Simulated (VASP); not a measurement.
Write the native input for VASP 6.6.1 that does the following.

```yaml
Task: single point
Functional: PBE
Potentials_or_basis: VASP PAW PBE potentials, release 64 (Rh_pv, P, O, H)
Cutoff: 520 eV
k_mesh: 4 × 6 × 3
Occupations: fermi-dirac, width 0.1 eV
Spin: no spin polarisation
Dipole_correction: no
Further_INCAR_settings: ALGO = Fast; EDIFF = 1e-07; NBANDS = 46
```

The structure of PH2RhO2 lies in POSCAR:

```
PH2RhO2
1.0
    5.5057000000      0.1472480000      0.0300490000
    0.0851650000      3.2265150000     -0.0308110000
   -1.6067730000     -0.0980500000      5.5877690000
Rh P O H
2 2 4 4
Direct
    0.2876340000      0.2508240000      0.1145440000
    0.7153530000      0.7531040000      0.8877150000
    0.2277460000      0.7449360000      0.4199000000
    0.7742280000      0.2464790000      0.5690900000
    0.1085030000      0.7512780000      0.9113530000
    0.8969170000      0.2519720000      0.0980880000
    0.5466670000      0.7443690000      0.1645840000
    0.4513890000      0.2391480000      0.8414910000
    0.1323840000      0.7597010000      0.7705770000
    0.8699620000      0.2460730000      0.2365850000
    0.6501220000      0.7508100000      0.3010470000
    0.3411310000      0.2495920000      0.7009270000
```

The cell was built by a generator and needn't be a form met in nature.

One way to write it, as run:

INCAR

```
SYSTEM = PH2RhO2
ALGO = Fast
EDIFF = 1E-7
ENCUT = 520
GGA = PE
ISIF = 2
ISMEAR = -1
LASPH = .True.
LCHARG = .False.
LREAL = .False.
LWAVE = .False.
NBANDS = 46
NELM = 100
PREC = Accurate
SIGMA = 0.1
```

KPOINTS

```
k-points
0
Gamma
  4 6 3
  0 0 0
```

Potentials or basis: VASP PAW PBE potentials, release 64 (Rh_pv, P, O, H).

Launch:

```bash
$ cat potpaw_PBE.64/Rh_pv/POTCAR potpaw_PBE.64/P/POTCAR potpaw_PBE.64/O/POTCAR potpaw_PBE.64/H/POTCAR > POTCAR
$ mpirun -np 1 vasp_std > vasp.out
```

Results of the run:

| Property | Result |
| --- | --- |
| Pressure | 45.6 GPa |
| Largest force | 11.245 eV/Å |
| Band gap on the k mesh | none (metal or under the smearing width) |

Caveat: the k mesh is coarse (spacing up to 0.37 Å⁻¹), so the values aren't converged; a pressure of tens of GPa on the cell as given is suspect, and the run, the potentials or the cell itself is likely at fault; forces of over 1 eV/Å show positions far from the minimum, so gaps and moduli don't describe the material at rest.

It took 2.9 min on 1 thread of Intel(R) Xeon(R) Platinum 8488C (Sapphire Rapids) (shared host), peak memory 0.3 GiB.
